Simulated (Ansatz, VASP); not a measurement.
# BeRh4W: VASP beside Ansatz

```xyz
6
Lattice="0.0000 3.2704 3.2704 3.2704 0.0000 3.2704 3.2704 3.2704 0.0000" Properties=species:S:1:pos:R:3 pbc="T T T"
Be    0.0000    0.0000    0.0000
Rh    2.4478    4.0931    2.4478
Rh    2.4478    2.4478    4.0931
Rh    4.0931    4.0931    4.0931
Rh    4.0931    2.4478    2.4478
W     1.6352    1.6352    1.6352
```

Alike in both runs: task relaxation of cell and atoms; functional PBE; k mesh 4 × 4 × 4; occupations gaussian, width 0.1 eV; no spin polarisation.

|  | VASP | Ansatz |
| --- | --- | --- |
| version | VASP 6.6.1 | Ansatz 0.2.0 |
| potentials or method | VASP PAW PBE potentials, release 64 (Be, Rh_pv, W_sv) | scalar-relativistic, plane waves, PAW |
| plane-wave cutoff (eV) | 600 | 420 |
| valence electrons in the cell | 76 | 84 |

|  | VASP | Ansatz | Ansatz less VASP |
| --- | --- | --- | --- |
| gap on the k mesh at the Fermi level, each at its own relaxed structure (eV) | none | none | - |
| relaxed volume (Å³/atom) | 14.81 | 14.80 | -0.005 |
| relaxed cell length with the largest relative difference (Å) | 5.008 | 5.008 | -0.0005 |
| energy change over the relaxation (meV/atom) | -748 | -742 | +6.3 |

A gap of «none» marks a metal or a gap that the smearing closes. The two sets of potentials don't hold the same shells in valence.

Caveats: the k mesh is coarse (spacing up to 0.42 Å⁻¹), so the values aren't converged; the volume moved by over 15 % at a fixed basis, so the end points are rough (VASP). Spin-orbit coupling is left out, which matters for the levels of W.
